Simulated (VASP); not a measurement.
# Converging a slab model of Li(110), part 3 of 4

How far does the level below the vacuum of Li(110) depend on the numerical settings, and how far on the functional?

VASP 6.6.1, plane waves and PAW; the level of theory is named at each step.

So far. Step 5 (Another mesh, mesh points along a 12, k-mesh 12×12×1): Against the base run its depth below the vacuum changes by -0.05 eV and the energy by +3.8 meV an atom. Step 9 (Another vacuum, vacuum width 24): Against the base run its depth below the vacuum changes by +0.00 eV and the energy by -0.0 meV an atom.

### 10. The series together

Times are for 4 MPI ranks of Intel Xeon 6975P-C (Granite Rapids), shared host. The runs compared:

| no. | vacuum width | electronic cycles | free energy (TOTEN) (eV) | time | memory (GiB) |
| --- | --- | --- | --- | --- | --- |
| 1 | 5 | 14 | -13.25 | 2.6 s | 0.57 |
| 2 | 8 | 18 | -13.16 | 3.4 s | 0.61 |
| 3 | 24 | 23 | -13.16 | 6.6 s | 0.74 |

### 11. A lower cutoff, ENCUT 210

A lower cutoff is cheaper, and the test is whether a potential difference survives it better than the total energy.

The input, INCAR:

```
SYSTEM = Li
PREC = Normal
ENCUT = 210
EDIFF = 1E-06
NELM = 120
ISMEAR = 1
SIGMA = 0.1
LREAL = .FALSE.
ALGO = Normal
GGA = PS
NBANDS = 10
LORBIT = 11
LWAVE = .FALSE.
LCHARG = .FALSE.
KPAR = 4
IDIPOL = 3
LDIPOL = .TRUE.
DIPOL = 0.5 0.5 0.5
LVHAR = .TRUE.
LVACPOTAV = .TRUE.
```

The input, POSCAR:

```
Li
1.0
    2.4678026663     -1.7450000000      0.0000000000
    2.4678026663      1.7450000000      0.0000000000
    0.0000000000      0.0000000000     32.8068159980
Li
7
Direct
    0.0000000000      0.0000000000      0.2743332361
    0.5000000000      0.5000000000      0.3495554908
    0.0000000000      0.0000000000      0.4247777454
    0.5000000000      0.5000000000      0.5000000000
    0.0000000000      0.0000000000      0.5752222546
    0.5000000000      0.5000000000      0.6504445092
    0.0000000000      0.0000000000      0.7256667639
```

The input, KPOINTS:

```
Automatic mesh
0
Gamma
9 9 1
0 0 0
```

Potentials, in the order of the species: Li (PBE family, release 64).

Started as:

```bash
$ mpirun -np 4 vasp_std
```

What it wrote:

```text
[... set-up lines as in an earlier step ...]
 entering main loop
       N       E                     dE             d eps       ncg     rms          rms(c)
DAV:   1    -0.707882507793E+01   -0.70788E+01   -0.12322E+03   500   0.198E+02
DAV:   2    -0.136942073368E+02   -0.66154E+01   -0.63417E+01   754   0.328E+01
DAV:   3    -0.140089397919E+02   -0.31473E+00   -0.31295E+00   640   0.724E+00
DAV:   4    -0.140195726905E+02   -0.10633E-01   -0.10631E-01   762   0.170E+00
[...]
DAV:  21    -0.131561097890E+02   -0.20641E-05   -0.19367E-07   478   0.928E-04    0.122E-04
DAV:  22    -0.131561114395E+02   -0.16504E-05   -0.12960E-07   458   0.746E-04    0.501E-05
DAV:  23    -0.131561114831E+02   -0.43648E-07   -0.26946E-09   324   0.164E-04
 [... a notice as in an earlier step ...]

   1 F= -.13156111E+02 E0= -.13155628E+02  d E =-.145118E-02
```

It took 3 s on 4 MPI ranks of Intel Xeon 6975P-C (Granite Rapids), shared host; peak memory 0.55 GiB; 10 s of CPU time.

Parts of OUTCAR (step 11):

```text
  Total       -0.4336004     -0.5383009     -0.5902123      0.0000000      0.0000000      0.0000000
  in kB       -2.4586702     -3.0523601     -3.3467161      0.0000000      0.0000000      0.0000000
  external PRESSURE =      -2.9525821 kB  Pullay stress =       0.0000000 kB

 POSITION                                       TOTAL-FORCE (eV/Angst)
 -----------------------------------------------------------------------------------
      0.00000      0.00000      9.00000         0.000000      0.000000      0.081264
      2.46780      0.00000     11.46780        -0.000000      0.000000     -0.055574
      0.00000      0.00000     13.93561         0.000000      0.000000     -0.021567
      2.46780      0.00000     16.40341        -0.000000      0.000000      0.000000
      0.00000      0.00000     18.87121        -0.000000      0.000000      0.021567
      2.46780      0.00000     21.33901        -0.000000      0.000000      0.055574
      0.00000      0.00000     23.80682        -0.000000      0.000000     -0.081264
 -----------------------------------------------------------------------------------
    total drift:                               -0.000000     -0.000000      0.000000

  FREE ENERGIE OF THE ION-ELECTRON SYSTEM (eV)
  ---------------------------------------------------
  free  energy   TOTEN  =       -13.1561114831 eV

  energy  without entropy=      -13.1546603065  energy(sigma->0) =      -13.15562776

[... 1 part as in an earlier step ...]

[... 2 further parts left out ...]
[key lines of the parts left out:]
E-fermi :  -1.2977
```

This step gave:

```yaml
fermi_energy: -1.298 eV
vacuum_levels: 1.973, 1.973 eV
work_functions_of_the_upper_and_lower_face: 3.271, 3.271 eV
highest_filled_level_below_the_vacuum: 3.271 eV
```

Against the base run its depth below the vacuum changes by -0.00 eV and the energy by +0.9 meV an atom.

### 12. A lower cutoff, ENCUT 280

INCAR, as its differences from that of step 11:

```diff
@@ -2,3 +2,3 @@
 PREC = Normal
-ENCUT = 210
+ENCUT = 280
 EDIFF = 1E-06
```

POSCAR is that of step 11.

KPOINTS is that of step 11.

Started as:

```bash
$ mpirun -np 4 vasp_std
```

What it wrote:

```text
[... set-up lines as in an earlier step ...]
 entering main loop
       N       E                     dE             d eps       ncg     rms          rms(c)
DAV:   1    -0.580973347384E+01   -0.58097E+01   -0.14248E+03   500   0.252E+02
DAV:   2    -0.136683133581E+02   -0.78586E+01   -0.75293E+01   700   0.368E+01
DAV:   3    -0.140143463169E+02   -0.34603E+00   -0.33967E+00   666   0.793E+00
DAV:   4    -0.140261274239E+02   -0.11781E-01   -0.11764E-01   738   0.173E+00
[...]
DAV:  21    -0.131623254343E+02   -0.21439E-05   -0.17809E-07   482   0.927E-04    0.132E-04
DAV:  22    -0.131623272713E+02   -0.18370E-05   -0.15811E-07   464   0.790E-04    0.460E-05
DAV:  23    -0.131623273118E+02   -0.40510E-07   -0.30594E-09   326   0.162E-04
 [... a notice as in an earlier step ...]

   1 F= -.13162327E+02 E0= -.13161843E+02  d E =-.145256E-02
```

The job ended after 3.8 s (4 MPI ranks; peak memory 0.6 GiB; 13 s of CPU time).

Parts of OUTCAR (step 12):

```text
  Total       -0.4165363     -0.5216967     -0.5749235     -0.0000000      0.0000000      0.0000000
  in kB       -2.3619106     -2.9582081     -3.2600234     -0.0000000      0.0000000      0.0000000
  external PRESSURE =      -2.8600474 kB  Pullay stress =       0.0000000 kB

 POSITION                                       TOTAL-FORCE (eV/Angst)
 -----------------------------------------------------------------------------------
      0.00000      0.00000      9.00000         0.000000      0.000000      0.082637
      2.46780      0.00000     11.46780        -0.000000      0.000000     -0.055407
      0.00000      0.00000     13.93561         0.000000      0.000000     -0.021534
      2.46780      0.00000     16.40341         0.000000      0.000000      0.000000
      0.00000      0.00000     18.87121         0.000000      0.000000      0.021534
      2.46780      0.00000     21.33901        -0.000000      0.000000      0.055407
      0.00000      0.00000     23.80682         0.000000      0.000000     -0.082637
 -----------------------------------------------------------------------------------
    total drift:                               -0.000000     -0.000000      0.000000

  FREE ENERGIE OF THE ION-ELECTRON SYSTEM (eV)
  ---------------------------------------------------
  free  energy   TOTEN  =       -13.1623273118 eV

  energy  without entropy=      -13.1608747515  energy(sigma->0) =      -13.16184313

[... 1 part as in an earlier step ...]

[... 2 further parts left out ...]
[key lines of the parts left out:]
E-fermi :  -1.2988
```

This step gave:

```
Fermi energy                               : -1.299 eV
work functions of the upper and lower face : 3.272, 3.272 eV
highest filled level below the vacuum      : 3.272 eV
```

Against the base run its depth below the vacuum changes by +0.00 eV and the energy by +0.0 meV an atom.

### 13. Another smearing width, SIGMA 0.02

The width trades sharpness at the Fermi level against the mesh needed.

INCAR, as its differences from that of step 12:

```diff
@@ -2,3 +2,3 @@
 PREC = Normal
-ENCUT = 280
+ENCUT = 350
 EDIFF = 1E-06
@@ -6,3 +6,3 @@
 ISMEAR = 1
-SIGMA = 0.1
+SIGMA = 0.02
 LREAL = .FALSE.
```

POSCAR is that of step 12.

KPOINTS is that of step 12.

Started as:

```bash
$ mpirun -np 4 vasp_std
```

What it wrote:

```text
[... set-up lines as in an earlier step ...]
 entering main loop
       N       E                     dE             d eps       ncg     rms          rms(c)
DAV:   1    -0.522218478387E+01   -0.52222E+01   -0.15391E+03   500   0.299E+02
DAV:   2    -0.136552060819E+02   -0.84330E+01   -0.82234E+01   738   0.370E+01
DAV:   3    -0.140125911610E+02   -0.35739E+00   -0.35608E+00   670   0.809E+00
DAV:   4    -0.140242718027E+02   -0.11681E-01   -0.11682E-01   766   0.173E+00
[...]
DAV:  21    -0.131616944900E+02   -0.50388E-05   -0.50892E-07   490   0.157E-03    0.226E-04
DAV:  22    -0.131616974666E+02   -0.29766E-05   -0.34357E-07   472   0.122E-03    0.142E-04
DAV:  23    -0.131616980343E+02   -0.56776E-06   -0.40498E-08   436   0.580E-04
 [... a notice as in an earlier step ...]

   1 F= -.13161698E+02 E0= -.13161524E+02  d E =-.521023E-03
```

The job ended after 5.6 s (4 MPI ranks; peak memory 0.7 GiB; 20 s of CPU time).

From OUTCAR (step 13):

```text
  Total       -0.3392259     -0.6104587     -0.5788949      0.0000000      0.0000000      0.0000000
  in kB       -1.9235329     -3.4615207     -3.2825428      0.0000000      0.0000000      0.0000000
  external PRESSURE =      -2.8891988 kB  Pullay stress =       0.0000000 kB

 POSITION                                       TOTAL-FORCE (eV/Angst)
 -----------------------------------------------------------------------------------
      0.00000      0.00000      9.00000        -0.000000      0.000000      0.077947
      2.46780      0.00000     11.46780         0.000000      0.000000     -0.046518
      0.00000      0.00000     13.93561         0.000000      0.000000     -0.023910
      2.46780      0.00000     16.40341         0.000000      0.000000     -0.000000
      0.00000      0.00000     18.87121         0.000000      0.000000      0.023910
      2.46780      0.00000     21.33901         0.000000      0.000000      0.046518
      0.00000      0.00000     23.80682        -0.000000      0.000000     -0.077947
 -----------------------------------------------------------------------------------
    total drift:                               -0.000000     -0.000000      0.000000

  FREE ENERGIE OF THE ION-ELECTRON SYSTEM (eV)
  ---------------------------------------------------
  free  energy   TOTEN  =       -13.1616980343 eV

  energy  without entropy=      -13.1611770116  energy(sigma->0) =      -13.16152436

[... 2 parts as in an earlier step ...]

[... 1 further part left out ...]
[key lines of the parts left out:]
E-fermi :  -1.3012
```

This step gave:

* Fermi energy: -1.301 eV
* vacuum levels: 1.978, 1.978 eV
* work functions of the upper and lower face: 3.279, 3.279 eV
* highest filled level below the vacuum: 3.279 eV

Against the base run its depth below the vacuum changes by +0.01 eV and the energy by +0.1 meV an atom.

### 14. Another smearing width, SIGMA 0.4

INCAR, as its differences from that of step 13:

```diff
@@ -6,3 +6,3 @@
 ISMEAR = 1
-SIGMA = 0.02
+SIGMA = 0.4
 LREAL = .FALSE.
```

POSCAR is that of step 13.

KPOINTS is that of step 13.

Started as:

```bash
$ mpirun -np 4 vasp_std
```

What it wrote:

```text
[... set-up lines as in an earlier step ...]
 entering main loop
       N       E                     dE             d eps       ncg     rms          rms(c)
DAV:   1    -0.521911688540E+01   -0.52191E+01   -0.15391E+03   500   0.299E+02
DAV:   2    -0.136610384231E+02   -0.84419E+01   -0.82079E+01   738   0.370E+01
DAV:   3    -0.140291411281E+02   -0.36810E+00   -0.36225E+00   670   0.814E+00
DAV:   4    -0.140414355433E+02   -0.12294E-01   -0.12283E-01   766   0.176E+00
[...]
DAV:  21    -0.131641625353E+02   -0.20609E-05   -0.18364E-07   482   0.948E-04    0.186E-04
DAV:  22    -0.131641643463E+02   -0.18109E-05   -0.20679E-07   470   0.773E-04    0.259E-05
DAV:  23    -0.131641643856E+02   -0.39355E-07   -0.24327E-09   328   0.184E-04
 [... a notice as in an earlier step ...]

   1 F= -.13164164E+02 E0= -.13167390E+02  d E =0.967640E-02
```

Wall time 5.6 s (4 MPI ranks); peak memory 0.7 GiB; 21 s of CPU time.

Parts of OUTCAR (step 14):

```text
  Total       -0.3832788     -0.4594911     -0.7177308      0.0000000      0.0000000      0.0000000
  in kB       -2.1733290     -2.6054798     -4.0697923      0.0000000      0.0000000      0.0000000
  external PRESSURE =      -2.9495337 kB  Pullay stress =       0.0000000 kB

 POSITION                                       TOTAL-FORCE (eV/Angst)
 -----------------------------------------------------------------------------------
      0.00000      0.00000      9.00000         0.000000     -0.000000      0.098613
      2.46780      0.00000     11.46780        -0.000000     -0.000000     -0.068996
      0.00000      0.00000     13.93561        -0.000000     -0.000000     -0.012895
      2.46780      0.00000     16.40341        -0.000000      0.000000      0.000000
      0.00000      0.00000     18.87121        -0.000000     -0.000000      0.012895
      2.46780      0.00000     21.33901        -0.000000     -0.000000      0.068996
      0.00000      0.00000     23.80682         0.000000     -0.000000     -0.098613
 -----------------------------------------------------------------------------------
    total drift:                               -0.000000      0.000000     -0.000000

  FREE ENERGIE OF THE ION-ELECTRON SYSTEM (eV)
  ---------------------------------------------------
  free  energy   TOTEN  =       -13.1641643856 eV

  energy  without entropy=      -13.1738407878  energy(sigma->0) =      -13.16738985

[... 2 parts as in an earlier step ...]

[... 1 further part left out ...]
[key lines of the parts left out:]
E-fermi :  -1.2977
```

Numbers from this step:

| Property | Result |
| --- | --- |
| energy at zero smearing | -13.17 eV |
| Fermi energy | -1.298 eV |
| vacuum levels | 1.969, 1.969 eV |
| work functions of the upper and lower face | 3.267, 3.267 eV |
| highest filled level below the vacuum | 3.267 eV |

Against the base run its depth below the vacuum changes by -0.01 eV and the energy by -0.8 meV an atom.

### 15. The ladder

Times are for 4 MPI ranks of Intel Xeon 6975P-C (Granite Rapids), shared host. Results by setting:

| no. | run | cutoff used less the lowest (eV) | highest filled level below the vacuum (eV) | time | memory (GiB) |
| --- | --- | --- | --- | --- | --- |
| 1 | base run | 140 | 3.272 | 5.6 s | 0.71 |
| 2 | series over the cutoff | 0 | 3.271 | 3 s | 0.55 |
| 3 | series over the cutoff | 70 | 3.272 | 3.8 s | 0.6 |
| 4 | series over the smearing | 140 | 3.279 | 5.6 s | 0.7 |
| 5 | series over the smearing | 140 | 3.267 | 5.6 s | 0.7 |

### 16. Another level, functional LDA, disp none

This step: LDA; plane waves and PAW (Li) (VASP 6.6.1).

Beside the numerical settings stands the choice of exchange and correlation.

INCAR, as its differences from that of step 14:

```diff
@@ -6,6 +6,6 @@
 ISMEAR = 1
-SIGMA = 0.4
+SIGMA = 0.1
 LREAL = .FALSE.
 ALGO = Normal
-GGA = PS
+GGA = CA
 NBANDS = 10
```

POSCAR is that of step 14.

KPOINTS is that of step 14.

Started as:

```bash
$ mpirun -np 4 vasp_std
```

What it wrote:

```text
[banner, memory and clock lines left out]
running    4 mpi-ranks, on    1 nodes
 distrk:  each k-point on    1 cores,    4 groups
 distr:  one band on    1 cores,    1 groups

 POSCAR found type information on POSCAR Li
 POSCAR found :  1 types and       7 ions
 [... a notice as in an earlier step ...]

 LDA part: xc-table for (Slater(with rela. corr.)+CA(PZ))
 , standard interpolation
 POSCAR, INCAR and KPOINTS ok, starting setup
 FFT: planning ... GRIDC
 FFT: planning ... GRID_SOFT
 FFT: planning ... GRID
 WAVECAR not read
 entering main loop
       N       E                     dE             d eps       ncg     rms          rms(c)
DAV:   1    -0.560619283323E+01   -0.56062E+01   -0.15415E+03   500   0.299E+02
DAV:   2    -0.140463170645E+02   -0.84401E+01   -0.82286E+01   738   0.370E+01
DAV:   3    -0.144190176512E+02   -0.37270E+00   -0.36893E+00   684   0.820E+00
DAV:   4    -0.144306765301E+02   -0.11659E-01   -0.11634E-01   752   0.169E+00
DAV:   5    -0.144313491548E+02   -0.67262E-03   -0.67260E-03   802   0.345E-01    0.136E+00
DAV:   6    -0.145730517122E+02   -0.14170E+00   -0.19572E+01   700   0.642E+00    0.221E+00
DAV:   7    -0.137005461914E+02    0.87251E+00   -0.10628E+01   718   0.455E+00    0.611E-01
DAV:   8    -0.135805356975E+02    0.12001E+00   -0.93317E-01   716   0.151E+00    0.412E-01
DAV:   9    -0.135731318015E+02    0.74039E-02   -0.32949E-01   698   0.109E+00    0.201E-01
DAV:  10    -0.135593442773E+02    0.13788E-01   -0.33804E-01   696   0.856E-01    0.244E-01
DAV:  11    -0.135525343789E+02    0.68099E-02   -0.11109E-01   694   0.564E-01    0.576E-02
DAV:  12    -0.135529680785E+02   -0.43370E-03   -0.16556E-02   694   0.275E-01    0.626E-02
DAV:  13    -0.135529085867E+02    0.59492E-04   -0.38669E-03   714   0.151E-01    0.281E-02
DAV:  14    -0.135536198136E+02   -0.71123E-03   -0.93986E-04   702   0.695E-02    0.981E-03
DAV:  15    -0.135538789951E+02   -0.25918E-03   -0.22626E-04   616   0.408E-02    0.708E-03
DAV:  16    -0.135540902431E+02   -0.21125E-03   -0.74059E-05   590   0.230E-02    0.435E-03
DAV:  17    -0.135540976546E+02   -0.74116E-05   -0.47241E-05   642   0.122E-02    0.141E-03
DAV:  18    -0.135541157126E+02   -0.18058E-04   -0.51843E-06   588   0.601E-03    0.101E-03
DAV:  19    -0.135541229173E+02   -0.72048E-05   -0.41897E-06   596   0.368E-03    0.616E-04
DAV:  20    -0.135541294185E+02   -0.65012E-05   -0.41861E-07   496   0.182E-03    0.469E-04
DAV:  21    -0.135541362422E+02   -0.68237E-05   -0.64629E-07   482   0.168E-03    0.119E-04
DAV:  22    -0.135541371949E+02   -0.95262E-06   -0.57043E-08   462   0.657E-04
 [... a notice as in an earlier step ...]

   1 F= -.13554137E+02 E0= -.13553541E+02  d E =-.178933E-02
```

Wall time 4.8 s (4 MPI ranks); peak memory 0.63 GiB.

From OUTCAR (step 16):

```text
   NELECT =       7.0000    total number of electrons

 E-fermi :  -1.3901

 k-point     1 :       0.0000    0.0000    0.0000
  band No.  band energies     occupation
    ...
      3      -4.2151      2.00000
      4      -3.6734      2.00000
      5      -2.9796      2.00000
      6      -2.1953      2.00000
      7      -1.4721      1.99019
      8      -1.1488     -0.00340
      9       1.4534      0.00000
     10       1.6402      0.00000

  Total       -1.0814494     -1.1963918     -1.1786214      0.0000000      0.0000000      0.0000000
  in kB       -6.1322077     -6.7839724     -6.6832077      0.0000000      0.0000000      0.0000000
  external PRESSURE =      -6.5331293 kB  Pullay stress =       0.0000000 kB

 POSITION                                       TOTAL-FORCE (eV/Angst)
 -----------------------------------------------------------------------------------
      0.00000      0.00000      9.00000         0.000000     -0.000000      0.125510
      2.46780      0.00000     11.46780        -0.000000     -0.000000     -0.058041
      0.00000      0.00000     13.93561        -0.000000     -0.000000     -0.021787
      2.46780      0.00000     16.40341        -0.000000      0.000000      0.000000
      0.00000      0.00000     18.87121        -0.000000     -0.000000      0.021787
      2.46780      0.00000     21.33901        -0.000000     -0.000000      0.058041
      0.00000      0.00000     23.80682         0.000000     -0.000000     -0.125510
 -----------------------------------------------------------------------------------
    total drift:                               -0.000000      0.000000     -0.000000

  FREE ENERGIE OF THE ION-ELECTRON SYSTEM (eV)
  ---------------------------------------------------
  free  energy   TOTEN  =       -13.5541371949 eV

  energy  without entropy=      -13.5523478619  energy(sigma->0) =      -13.55354075

 vacuum level on the upper side and lower side of the slab         1.948         1.948

[... 9 parts as in an earlier step ...]

[... 9 further parts left out ...]
```

The PAW data sets were made with PBE, though LDA sets exist; this is a small mismatch.

Numbers from this step:

- electronic cycles: 22
- free energy (TOTEN): -13.55 eV
- energy at zero smearing: -13.55 eV
- Fermi energy: -1.390 eV
- vacuum levels: 1.948, 1.948 eV
- work functions of the upper and lower face: 3.338, 3.338 eV
- highest filled level below the vacuum: 3.338 eV

Force by atom:

| atom | x (eV/Å) | y (eV/Å) | z (eV/Å) | size |
| --- | --- | --- | --- | --- |
| Li1 | 0.000 | 0.000 | 0.126 | 0.126 |
| Li2 | 0.000 | 0.000 | -0.058 | 0.058 |
| Li3 | 0.000 | 0.000 | -0.022 | 0.022 |
| Li4 | 0.000 | 0.000 | 0.000 | 0.000 |
| Li5 | 0.000 | 0.000 | 0.022 | 0.022 |
| Li6 | 0.000 | 0.000 | 0.058 | 0.058 |
| Li7 | 0.000 | 0.000 | -0.126 | 0.126 |

Against the base run its depth below the vacuum changes by +0.07 eV.

(Continued in part 4 of 4.)

[Lines on the potential files, build, host, timing and source positions are cut from VASP's logs without a mark.]

[Logs are printed without paths, hosts, clocks, repeated set-up lines and the standing remarks that a program may print on its own settings, such as how far it seeks lower states.]

[Hosts, paths, dates, database ids (printed as entryN), source tags and the programs' standing remarks are cut or masked in the printed files.]

[In band tables of VASP the shares of atoms and orbitals are scaled to a sum of 1 inside the atoms' spheres.]

[Runs that stopped without an error message from VASP are left out.]
